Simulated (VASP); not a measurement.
A run of VASP 6.6.1 is set up as follows.

INCAR

```
PREC = Accurate ; ENCUT = 300
EDIFF = 1E-7 ; ISMEAR = 1
SIGMA = 0.1 ; LREAL = F
LASPH = T ; NELM = 80
ALGO = Normal ; ISIF = 2
LWAVE = F ; LCHARG = F
GGA = PE ; IBRION = 2
NSW = 40 ; EDIFFG = -0.01
```

Contents of KPOINTS:

```
regular mesh
0
Gamma
  9 9 9
```

Contents of POSCAR:

```
Cu                                      
1.0
    0.0000000000      1.7937144610      1.7937144610
    1.7937144610      0.0000000000      1.7937144610
    1.7937144610      1.7937144610      0.0000000000
  Cu            
     1
Direct
     0.0000000000000000    0.0000000000000000    0.0000000000000000
```

Potentials or basis: VASP PAW PBE potentials, release 64 (Cu).

Command:

```console
$ cat potpaw_PBE.64/Cu/POTCAR > POTCAR
$ mpirun -np 1 vasp_std > vasp.out
```

(1) Predict the band gap on the k mesh.

Answers

(1) none (metal or under the smearing width).

Caveat: the relaxation stopped at its first step, so nothing moved.
